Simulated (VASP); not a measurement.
A periodic (001) film of MgO (rock salt) under biaxial in-plane strain, normal axis and ions relaxed with PBEsol. Gaps from mBJ in VASP (PAW), over mesh and path in the film cell's folded zone.

```tsv
strain (%)	gap (eV)
-1	6.901
+0	6.790
+1	6.636
```

Question: Take the slope on the side of compression and predict the gap at -3 %.

Answer: The slope is -0.111 eV per cent, which gives 6.790 + (-0.111)(-3) = 7.12 eV. The run gave 7.14 eV, +0.01 eV from the line.

The compound is MgO in the rock salt structure. The cell was not relaxed at this level.
